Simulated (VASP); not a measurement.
# NbRh: which input changes matter

Which changes to a sound input spoil a run on NbRh, which are harmless, and which give a warning? All runs use r2SCAN. The start is a cell from a database of measured crystal structures.

Method: r2SCAN; plane waves and PAW (Nb_sv, Rh_pv), in VASP 6.6.1.

## Step 1: The starting structure

Symmetry: P4/mmm, No. 123, tetragonal system. The conventional cell has a = 2.842 Å, b = 2.842 Å, c = 3.809 Å, α = 90.00°, β = 90.00°, γ = 90.00°. Nearest to Nb lie 8 Rh at 2.77 Å and 4 Nb at 2.84 Å. Nearest to Rh lie 8 Nb at 2.77 Å and 4 Rh at 2.84 Å. Farther neighbours are not listed.

Structure file:

```cif
data_structure
_symmetry_space_group_name_H-M 'P 1'
_symmetry_Int_Tables_number 1
_cell_length_a 2.8420
_cell_length_b 2.8420
_cell_length_c 3.8090
_cell_angle_alpha 90.000
_cell_angle_beta 90.000
_cell_angle_gamma 90.000
_cell_volume 30.77
loop_
_atom_site_label
_atom_site_type_symbol
_atom_site_fract_x
_atom_site_fract_y
_atom_site_fract_z
_atom_site_occupancy
Nb1 Nb 0.00000 0.00000 0.00000 1
Rh2 Rh 0.50000 0.50000 0.50000 1
```

## Step 2: Reference run

A single point writes out the density, ELF and the potential. r2SCAN adds the kinetic-energy density, costs more than a GGA and is run with LASPH.

Contents of INCAR:

```
SYSTEM = NbRh
PREC = Accurate
ENCUT = 400
EDIFF = 1E-06
NELM = 100
ISMEAR = -1
SIGMA = 0.05
LREAL = .FALSE.
ALGO = Normal
METAGGA = R2SCAN
LASPH = .TRUE.
NBANDS = 20
LORBIT = 11
LWAVE = .FALSE.
LCHARG = .TRUE.
ISIF = 2
LELF = .TRUE.
LVHAR = .TRUE.
```

Contents of POSCAR:

```
NbRh
1.0
    2.8420000000      0.0000000000      0.0000000000
    0.0000000000      2.8420000000      0.0000000000
    0.0000000000      0.0000000000      3.8090000000
Nb Rh
1 1
Direct
    0.0000000000      0.0000000000      0.0000000000
    0.5000000000      0.5000000000      0.5000000000
```

Contents of KPOINTS:

```
Automatic mesh
0
Gamma
8 8 6
0 0 0
```

The projector-augmented-wave data sets are Nb_sv and Rh_pv (PBE family, release 64).

The run is started by

```
$ mpirun -np 2 vasp_std
```

What it wrote:

```text
[banner, memory and clock lines left out]
running    2 mpi-ranks, on    1 nodes
 distrk:  each k-point on    2 cores,    1 groups
 distr:  one band on    1 cores,    2 groups

 POSCAR found type information on POSCAR NbRh
 POSCAR found :  2 types and       2 ions
|                                                                             |
|               ----> ADVICE to this user running VASP <----                  |
|                                                                             |
|     You enforced a specific xc type in the INCAR file but a different       |
|     [... a line on the potential file left out ...]
|     I HOPE YOU KNOW WHAT YOU ARE DOING!                                     |
|                                                                             |

 LDA part: xc-table for (None), standard interpolation
 POSCAR, INCAR and KPOINTS ok, starting setup
 FFT: planning ... GRIDC
 FFT: planning ... GRID_SOFT
 FFT: planning ... GRID
 WAVECAR not read
 entering main loop
       N       E                     dE             d eps       ncg     rms          rms(c)
DAV:   1     0.236103684637E+03    0.23610E+03   -0.15168E+04  2408   0.132E+03
DAV:   2    -0.513768659340E+02   -0.28748E+03   -0.28064E+03  2648   0.478E+02
DAV:   3    -0.611006025968E+02   -0.97237E+01   -0.94197E+01  3532   0.833E+01
DAV:   4    -0.616639763913E+02   -0.56337E+00   -0.55969E+00  3464   0.156E+01
DAV:   5    -0.616775631532E+02   -0.13587E-01   -0.13579E-01  3560   0.216E+00    0.156E+01
DAV:   6    -0.500852543468E+02    0.11592E+02   -0.10557E+01  2960   0.325E+01    0.382E+00
DAV:   7    -0.499737424035E+02    0.11151E+00   -0.40575E+00  3280   0.134E+01    0.324E+00
DAV:   8    -0.498808038702E+02    0.92939E-01   -0.57194E-01  2680   0.535E+00    0.110E+00
DAV:   9    -0.498946777034E+02   -0.13874E-01   -0.64839E-02  3220   0.242E+00    0.447E-01
DAV:  10    -0.498944470331E+02    0.23067E-03   -0.43579E-03  3112   0.640E-01    0.195E-01
DAV:  11    -0.498945677806E+02   -0.12075E-03   -0.13048E-03  2792   0.341E-01    0.341E-02
DAV:  12    -0.498945408168E+02    0.26964E-04   -0.69521E-05  3116   0.820E-02    0.137E-02
DAV:  13    -0.498945405902E+02    0.22658E-06   -0.60002E-06  3020   0.233E-02
   1 F= -.49894541E+02 E0= -.49887048E+02  d E =-.149861E-01
```

It took 33 s on 2 MPI ranks of AMD EPYC 9R45, shared host; peak memory 0.23 GiB; 64 s of CPU time.

Lines that name or quote the potential files are left out of all logs, and their timing lines are given in words.

Parts of OUTCAR (step 2):

```text
ion  position               nearest neighbor table
   1  0.000  0.000  0.000-   2 2.77   2 2.77   2 2.77   2 2.77   2 2.77   2 2.77   2 2.77   2 2.77

  LATTYP: Found a simple tetragonal cell.
 ALAT       =     2.8420000000
 C/A-ratio  =     1.3402533427

 Subroutine GETGRP returns: Found 16 space group operations
 (whereof 16 operations were pure point group operations)

The static configuration has the point symmetry D_4h.

 Found     60 irreducible k-points:

   k-points           NKPTS =     60   k-points in BZ     NKDIM =     60   number of bands    NBANDS=     20

   dimension x,y,z NGX =    20 NGY =   20 NGZ =   28
   dimension x,y,z NGXF=    40 NGYF=   40 NGZF=   56

   ENCUT  =  400.0 eV  29.40 Ry    5.42 a.u.   4.63  4.63  6.21*2*pi/ulx,y,z

   NELECT =      28.0000    total number of electrons

 k-points in reciprocal lattice and weights: Automatic mesh
   0.00000000  0.00000000  0.00000000       0.003
   0.12500000  0.00000000  0.00000000       0.010
   0.25000000  0.00000000  0.00000000       0.010
   0.37500000  0.00000000  0.00000000       0.010
   0.50000000  0.00000000  0.00000000       0.005
   0.12500000  0.12500000  0.00000000       0.010
   0.25000000  0.12500000  0.00000000       0.021
   0.37500000  0.12500000  0.00000000       0.021
   0.50000000  0.12500000  0.00000000       0.010
[...]
0.50000000  0.37500000  0.50000000       0.010
   0.50000000  0.50000000  0.50000000       0.003

 average (electrostatic) potential at core
       1 -81.7854       2 -75.2852

 E-fermi :  12.0649

 k-point     1 :       0.0000    0.0000    0.0000
  band No.  band energies     occupation
    ...
     10       6.8062      2.00000
     11       9.6726      2.00000
     12       9.6726      2.00000
     13      11.0730      2.00000
     14      11.2918      2.00000
     15      13.3621      0.00000
     16      16.3987      0.00000
     17      16.3987      0.00000
     18      16.7153      0.00000
     19      16.7507      0.00000
    ...

 k-point     2 :       0.1250    0.0000    0.0000
  band No.  band energies     occupation
    ...
     10       7.1091      2.00000
     11       9.4798      2.00000
     12       9.7898      2.00000
     13      11.0957      2.00000
     14      11.2858      2.00000
     15      13.3620      0.00000
     16      14.1459      0.00000
     17      16.0755      0.00000
     18      16.2252      0.00000
     19      19.2698      0.00000
    ...

 k-point     3 :       0.2500    0.0000    0.0000
  band No.  band energies     occupation
    ...
     10       7.9659      2.00000
     11       9.0796      2.00000
     12      10.1016      2.00000
     13      10.6589      2.00000
     14      11.4427      1.99999
     15      12.2038      0.11710
     16      13.7779      0.00000
     17      14.8241      0.00000
     18      15.7778      0.00000
     19      20.9551      0.00000
    ...

  Total        0.6689757      0.6689757      0.6372504      0.0000000     -0.0000000      0.0000000
  in kB       34.8386910     34.8386910     33.1865093      0.0000000     -0.0000000      0.0000000
  external PRESSURE =      34.2879638 kB  Pullay stress =       0.0000000 kB

  energy-cutoff  :      400.00
  volume of cell :       30.77
      direct lattice vectors                 reciprocal lattice vectors
     2.842000000  0.000000000  0.000000000     0.351864884  0.000000000  0.000000000
     0.000000000  2.842000000  0.000000000     0.000000000  0.351864884  0.000000000
     0.000000000  0.000000000  3.809000000     0.000000000  0.000000000  0.262536099

 POSITION                                       TOTAL-FORCE (eV/Angst)
 -----------------------------------------------------------------------------------
      0.00000      0.00000      0.00000         0.000000      0.000000      0.000000
      1.42100      1.42100      1.90450         0.000000      0.000000      0.000000
 -----------------------------------------------------------------------------------
    total drift:                               -0.000000      0.000000      0.000000

  FREE ENERGIE OF THE ION-ELECTRON SYSTEM (eV)
  ---------------------------------------------------
  free  energy   TOTEN  =       -49.8945405902 eV

  energy  without entropy=      -49.8795545232  energy(sigma->0) =      -49.88704756

 total charge
# of ion       s       p       d       tot
------------------------------------------
    1        2.221   6.022   2.409  10.651
    2        0.472   6.315   7.173  13.960
--------------------------------------------------
tot          2.693  12.337   9.582  24.612

[... 3 further parts left out ...]
```

The k-mesh is coarse for a metal. The PAW data sets were made with PBE, which is usual practice but a small mismatch for other functionals. At this level the cell is under a pressure of 3.4 GPa, so at these settings it is away from equilibrium.

Numbers from this step:

```yaml
scf_cycles: 13
electrons: 28
bands: 20
irreducible_k_points: 60
symmetry_operations: 16
free_energy_toten: -49.89 eV
energy_at_zero_smearing: -49.89 eV
fermi_energy: 12.06 eV
pressure: 3.429 GPa
metallic_judged_on_the_points_sampled: yes
```

Valence density in the ac plane at fractional y = 0.000, with atoms of Nb within 0.2 Å of it. It is the smooth field of the valence electrons, not physical close to the nuclei.

Ten even steps from '0' (0.2 e/Å³) to '9' (7.6 e/Å³):
```
986420000002468
765310000001356
443100000000134
211000000000011
000000000000000
000000000000000
000000000000000
000000000000000
000000000000000
000000000000000
000000000000000
000000000000000
000000000000000
000000000000000
000000000000000
211000000000011
443100000000134
765310000001356
986420000002468
997420000002479
```
Columns run along a (2.8 Å), rows up along c (3.8 Å). Atoms in or near the plane, at fractional coordinates: Nb at (0.00, 0.00).

Electrostatic potential energy in the ac plane at fractional y = 0.000, with atoms of Nb within 0.2 Å of it. With pseudopotentials it is smooth inside the atoms' cores, unlike the true potential.

Values in eV, 18 rows by 15 columns, each cell a mean:
```
-72 -72 -69 -57 -40 -19  -6  -3  -3  -6 -19 -40 -57 -69 -72
-70 -67 -61 -48 -31 -13  -4  -2  -2  -4 -13 -31 -48 -61 -67
-56 -53 -46 -33 -18  -6  -2  -1  -1  -2  -6 -18 -33 -46 -53
-35 -33 -26 -16  -7  -3  -1   0   0  -1  -3  -7 -16 -26 -33
-14 -13  -9  -5  -2  -1   1   1   1   1  -1  -2  -5  -9 -13
 -3  -3  -2  -1   0   1   1   2   2   1   1   0  -1  -2  -3
  0   0   1   1   1   1   1   1   1   1   1   1   1   1   0
  2   2   2   2   2   2   1   0   0   1   2   2   2   2   2
  3   3   3   3   2   1   0   0   0   0   1   2   3   3   3
  2   2   2   2   2   1   1   0   0   1   1   2   2   2   2
  1   1   1   1   1   2   1   1   1   1   2   1   1   1   1
 -3  -3  -2  -1   0   1   1   2   2   1   1   0  -1  -2  -3
-12 -11  -8  -5  -2  -1   1   1   1   1  -1  -2  -5  -8 -11
-33 -30 -24 -15  -6  -3  -1   1   1  -1  -3  -6 -15 -24 -30
-54 -52 -44 -32 -17  -6  -2  -1  -1  -2  -6 -17 -32 -44 -52
-69 -66 -60 -47 -30 -12  -4  -2  -2  -4 -12 -30 -47 -60 -66
-72 -72 -68 -57 -39 -19  -5  -3  -3  -5 -19 -39 -57 -68 -72
-72 -72 -72 -60 -43 -22  -6  -4  -4  -6 -22 -43 -60 -72 -72
```
Columns run along a (2.8 Å; values clipped at the 3rd and 97th percentile), rows up along c (3.8 Å). Atoms in or near the plane, at fractional coordinates: Nb at (0.00, 0.00).

ELF in the ac plane at fractional y = 0.000, with atoms of Nb within 0.2 Å of it. It is the smooth field of the valence electrons, not physical close to the nuclei.

Values, 18 rows by 15 columns, each cell a mean:
```
0.72 0.71 0.72 0.71 0.63 0.40 0.25 0.29 0.29 0.25 0.40 0.63 0.71 0.72 0.71
0.73 0.73 0.71 0.67 0.52 0.31 0.24 0.32 0.32 0.24 0.31 0.52 0.67 0.71 0.73
0.69 0.68 0.63 0.52 0.34 0.22 0.26 0.35 0.35 0.26 0.22 0.34 0.52 0.63 0.68
0.49 0.46 0.39 0.27 0.20 0.22 0.31 0.38 0.38 0.31 0.22 0.20 0.27 0.39 0.46
0.21 0.19 0.17 0.16 0.20 0.28 0.36 0.40 0.40 0.36 0.28 0.20 0.16 0.17 0.19
0.11 0.12 0.15 0.20 0.27 0.33 0.37 0.39 0.39 0.37 0.33 0.27 0.20 0.15 0.12
0.18 0.19 0.23 0.28 0.32 0.35 0.36 0.36 0.36 0.36 0.35 0.32 0.28 0.23 0.19
0.27 0.27 0.29 0.31 0.33 0.34 0.34 0.34 0.34 0.34 0.34 0.33 0.31 0.29 0.27
0.30 0.31 0.31 0.32 0.33 0.34 0.33 0.33 0.33 0.33 0.34 0.33 0.32 0.31 0.31
0.28 0.28 0.29 0.32 0.33 0.34 0.34 0.34 0.34 0.34 0.34 0.33 0.32 0.29 0.28
0.19 0.20 0.23 0.28 0.33 0.35 0.36 0.36 0.36 0.36 0.35 0.33 0.28 0.23 0.20
0.12 0.12 0.15 0.21 0.28 0.34 0.37 0.39 0.39 0.37 0.34 0.28 0.21 0.15 0.12
0.19 0.18 0.16 0.16 0.20 0.28 0.36 0.40 0.40 0.36 0.28 0.20 0.16 0.16 0.18
0.46 0.43 0.36 0.26 0.19 0.22 0.32 0.39 0.39 0.32 0.22 0.19 0.26 0.36 0.43
0.68 0.67 0.61 0.49 0.32 0.22 0.26 0.35 0.35 0.26 0.22 0.32 0.49 0.61 0.67
0.73 0.73 0.71 0.66 0.51 0.30 0.24 0.32 0.32 0.24 0.30 0.51 0.66 0.71 0.73
0.72 0.72 0.72 0.71 0.62 0.40 0.25 0.29 0.29 0.25 0.40 0.62 0.71 0.72 0.72
0.71 0.70 0.71 0.71 0.66 0.44 0.26 0.28 0.28 0.26 0.44 0.66 0.71 0.71 0.70
```
Columns run along a (2.8 Å), rows up along c (3.8 Å). Atoms in or near the plane, at fractional coordinates: Nb at (0.00, 0.00).

The pressure is 3.43 GPa and the largest force 0.000 eV/Å, so the cell is not at a minimum at these settings.

## Step 3: A single point (r2SCAN) with a changed input

A single point gives energy, forces and stress at these settings. Some settings are moved from the usual, to see what they do.

Contents of INCAR:

```
SYSTEM = NbRh
PREC = Accurate
ENCUT = 600
EDIFF = 1E-06
NELM = 100
ISMEAR = -1
SIGMA = 0.05
LREAL = .FALSE.
ALGO = Normal
METAGGA = R2SCAN
LASPH = .TRUE.
NBANDS = 20
LORBIT = 11
LWAVE = .FALSE.
LCHARG = .FALSE.
KPAR = 2
ISIF = 2
BMIX = 0.5
```

POSCAR is that of step 2.

KPOINTS is that of step 2.

The run is started by

```
$ mpirun -np 2 vasp_std
```

What it wrote:

```text
[banner, memory and clock lines left out]
running    2 mpi-ranks, on    1 nodes
 distrk:  each k-point on    1 cores,    2 groups
 distr:  one band on    1 cores,    1 groups

 POSCAR found type information on POSCAR NbRh
 POSCAR found :  2 types and       2 ions
 [... a notice as in an earlier step ...]

 LDA part: xc-table for (None), standard interpolation
 POSCAR, INCAR and KPOINTS ok, starting setup
 FFT: planning ... GRIDC
 FFT: planning ... GRID_SOFT
 FFT: planning ... GRID
 WAVECAR not read
 entering main loop
       N       E                     dE             d eps       ncg     rms          rms(c)
DAV:   1     0.317731385044E+03    0.31773E+03   -0.18818E+04  2400   0.177E+03
DAV:   2    -0.463493359367E+02   -0.36408E+03   -0.35540E+03  2564   0.587E+02
DAV:   3    -0.609295520556E+02   -0.14580E+02   -0.13769E+02  3848   0.107E+02
DAV:   4    -0.616435038912E+02   -0.71395E+00   -0.70795E+00  3336   0.177E+01
DAV:   5    -0.616738371607E+02   -0.30333E-01   -0.30308E-01  3716   0.332E+00    0.154E+01
DAV:   6    -0.501276494036E+02    0.11546E+02   -0.11533E+01  2984   0.352E+01    0.413E+00
DAV:   7    -0.501077014878E+02    0.19948E-01   -0.59413E+00  3360   0.163E+01    0.430E+00
DAV:   8    -0.498719537439E+02    0.23575E+00   -0.13073E+00  2948   0.779E+00    0.108E+00
DAV:   9    -0.498881911428E+02   -0.16237E-01   -0.43952E-02  2984   0.196E+00    0.390E-01
DAV:  10    -0.498896864322E+02   -0.14953E-02   -0.62717E-03  3556   0.638E-01    0.148E-01
DAV:  11    -0.498897701641E+02   -0.83732E-04   -0.15024E-03  3296   0.366E-01    0.447E-02
DAV:  12    -0.498897396468E+02    0.30517E-04   -0.10290E-04  3368   0.111E-01    0.162E-02
DAV:  13    -0.498897337306E+02    0.59162E-05   -0.16085E-05  3200   0.429E-02    0.637E-03
DAV:  14    -0.498897336250E+02    0.10567E-06   -0.79107E-07  1828   0.851E-03
   1 F= -.49889734E+02 E0= -.49882250E+02  d E =-.149665E-01
```

It took 49 s on 2 MPI ranks; peak memory 0.32 GiB; 96 s of CPU time.

OUTCAR, selected parts (step 3):

```text
The static configuration has the point symmetry D_4h.

 Found     60 irreducible k-points:

   dimension x,y,z NGX =    24 NGY =   24 NGZ =   30
   dimension x,y,z NGXF=    48 NGYF=   48 NGZF=   60

   ENCUT  =  600.0 eV  44.10 Ry    6.64 a.u.   5.68  5.68  7.61*2*pi/ulx,y,z

   NELECT =      28.0000    total number of electrons

 E-fermi :  12.0625

 k-point     1 :       0.0000    0.0000    0.0000
  band No.  band energies     occupation
    ...
     10       6.8041      2.00000
     11       9.6698      2.00000
     12       9.6698      2.00000
     13      11.0701      2.00000
     14      11.2889      2.00000
     15      13.3593      0.00000
     16      16.3953      0.00000
     17      16.3953      0.00000
     18      16.7141      0.00000
     19      16.7483      0.00000
    ...

 k-point     2 :       0.1250    0.0000    0.0000
  band No.  band energies     occupation
    ...
     10       7.1068      2.00000
     11       9.4773      2.00000
     12       9.7871      2.00000
     13      11.0929      2.00000
     14      11.2831      2.00000
     15      13.3593      0.00000
     16      14.1437      0.00000
     17      16.0735      0.00000
     18      16.2223      0.00000
     19      19.2678      0.00000
    ...

  Total        0.8039339      0.8039339      0.7679926      0.0000000     -0.0000000      0.0000000
  in kB       41.8669945     41.8669945     39.9952553      0.0000000     -0.0000000      0.0000000
  external PRESSURE =      41.2430814 kB  Pullay stress =       0.0000000 kB

  energy-cutoff  :      600.00
  volume of cell :       30.77
      direct lattice vectors                 reciprocal lattice vectors
     2.842000000  0.000000000  0.000000000     0.351864884  0.000000000  0.000000000
     0.000000000  2.842000000  0.000000000     0.000000000  0.351864884  0.000000000
     0.000000000  0.000000000  3.809000000     0.000000000  0.000000000  0.262536099

 POSITION                                       TOTAL-FORCE (eV/Angst)
 -----------------------------------------------------------------------------------
      0.00000      0.00000      0.00000         0.000000      0.000000      0.000000
      1.42100      1.42100      1.90450         0.000000      0.000000      0.000000
 -----------------------------------------------------------------------------------
    total drift:                                0.000000      0.000000     -0.000000

  FREE ENERGIE OF THE ION-ELECTRON SYSTEM (eV)
  ---------------------------------------------------
  free  energy   TOTEN  =       -49.8897336250 eV

  energy  without entropy=      -49.8747671739  energy(sigma->0) =      -49.88225040

 total charge
# of ion       s       p       d       tot
------------------------------------------
    1        2.223   6.022   2.399  10.643
    2        0.472   6.314   7.174  13.961
--------------------------------------------------
tot          2.695  12.336   9.573  24.604

[... 5 parts as in an earlier step ...]

[... 5 further parts left out ...]
```

BMIX and ALGO act on the way to self-consistency or on speed; a fully converged result doesn't depend on them, though slow mixing can meet EDIFF with the stress still off. At this level the cell is under a pressure of 4.1 GPa, so at these settings it is away from equilibrium.

Numbers from this step:

| Quantity | Value |
| --- | --- |
| SCF cycles | 14 |
| energy at zero smearing | -49.88 eV |
| pressure | 4.124 GPa |

Against the reference run the energy at zero smearing moves by +2.40 meV an atom and the pressure by +0.70 GPa.

## Step 4: Total energy, forces and stress (r2SCAN) with a changed input

This step: r2SCAN, spin-polarised from a ferromagnetic start; plane waves and PAW (Nb_sv, Rh_pv) (VASP 6.6.1).

This run is made with a changed input; what comes of it follows.

INCAR: that of step 3 with these lines changed.

```diff
@@ -2,5 +2,5 @@
 PREC = Accurate
-ENCUT = 600
+ENCUT = 400
 EDIFF = 1E-06
-NELM = 100
+NELM = 98
 ISMEAR = -1
@@ -17,2 +17,3 @@
 ISIF = 2
-BMIX = 0.5
+ISPIN = 2
+MAGMOM = 1.0
```

POSCAR is that of step 3.

KPOINTS is that of step 3.

The run is started by

```
$ mpirun -np 2 vasp_std
```

What it wrote:

```text
running    2 mpi-ranks, on    1 nodes
[...]
-----------------------------------------------------------------------------
|                                                                             |
|     EEEEEEE  RRRRRR   RRRRRR   OOOOOOO  RRRRRR      ###     ###     ###     |
|     E        R     R  R     R  O     O  R     R     ###     ###     ###     |
|     E        R     R  R     R  O     O  R     R     ###     ###     ###     |
|     EEEEE    RRRRRR   RRRRRR   O     O  RRRRRR       #       #       #      |
|     E        R   R    R   R    O     O  R   R                               |
|     E        R    R   R    R   O     O  R    R      ###     ###     ###     |
|     EEEEEEE  R     R  R     R  OOOOOOO  R     R     ###     ###     ###     |
|                                                                             |
|     ERROR: You have set 1 value(s) for MAGMOM; however for                  |
|     spin-polarized calculations (ISPIN=2), MAGMOM has to be a list of       |
|     NIONS values. NIONS=2 in your calculation.                              |
|                                                                             |
|       ---->  I REFUSE TO CONTINUE WITH THIS SICK JOB ... BYE!!! <----       |
|                                                                             |
 -----------------------------------------------------------------------------

1
1
```

Elapsed: 2.6 s, on 2 MPI ranks.

The input was rejected at the start.

VASP's message: “ERROR: You have set 1 value(s) for MAGMOM; however for spin-polarized calculations (ISPIN=2), MAGMOM has to be a list of”. No number of this run is used.

The fault in the input: wrong count of starting moments (ISPIN = 2 and MAGMOM = "1.0"). MAGMOM needs one number an atom.

(Part 1 of 3 ends here.)

[Lines on the potential files, build, host, timing and source positions are cut from VASP's logs without a mark.]

[Logs are printed without paths, hosts, clocks, repeated set-up lines and the standing remarks that a program may print on its own settings, such as how far it seeks lower states.]

[Hosts, paths, dates, database ids (printed as entryN), source tags and the programs' standing remarks are cut or masked in the printed files.]

[A measured line is paired with the nearest computed mode of its activity, which favours agreement.]

[In band tables of VASP the shares of atoms and orbitals are scaled to a sum of 1 inside the atoms' spheres.]
